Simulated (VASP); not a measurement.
Data:

```
CELL_PARAMETERS angstrom
      4.23317     0.00000     0.00000
      0.00000     4.23317     0.00000
      0.00000     0.00000     2.69349
ATOMIC_POSITIONS crystal
  Si 0.50000 0.50000 0.50000
  Si 0.00000 0.00000 0.00000
  O  0.69316 0.69316 0.00000
  O  0.30684 0.30684 0.00000
  O  0.80684 0.19316 0.50000
  O  0.19316 0.80684 0.50000
```

The numbers are results of PBE GGA, VASP's PBE PAW potentials (set 64) (plane waves; VASP), not measurements. Numerical set-up: 500 eV cut-off, Gaussian smearing of 0.050 eV, potentials Si O.

Q: Give the energies of bands 6 to 19 at the high-symmetry points, in eV from the valence-band maximum.

A: 
```csv
band,Γ,X,M,Z,R,A
6,-6.23,-9.08,-7.71,-9.36,-9.22,-10.51
7,-6.23,-4.44,-5.76,-6.71,-7.87,-7.89
8,-5.93,-4.44,-5.76,-6.71,-7.87,-7.89
9,-5.23,-4.36,-3.95,-6.13,-6.36,-4.46
10,-4.95,-4.36,-3.95,-6.13,-6.36,-4.46
11,-3.03,-3.70,-3.15,-4.47,-3.80,-4.34
12,-3.03,-3.70,-3.15,-4.47,-3.80,-4.34
13,-2.51,-2.62,-2.54,-2.88,-2.21,-1.73
14,-0.85,-2.62,-2.54,-2.88,-2.21,-1.73
15,-0.85,-1.04,-2.16,-2.56,-1.67,-1.47
16,0.00,-1.04,-2.16,-2.56,-1.67,-1.47
17,5.02,7.29,7.00,8.63,8.43,6.80
18,6.58,7.29,7.00,8.63,8.43,6.80
19,8.26,8.86,9.76,12.23,9.45,10.70
```

The gap is direct, 5.02 eV, from the valence maximum at Γ to the conduction minimum at Γ.

The structure comes from a computed database's SiO2 entry (P4_2/mnm); how it stands against other phases isn't given here. The cell was not relaxed at this level.
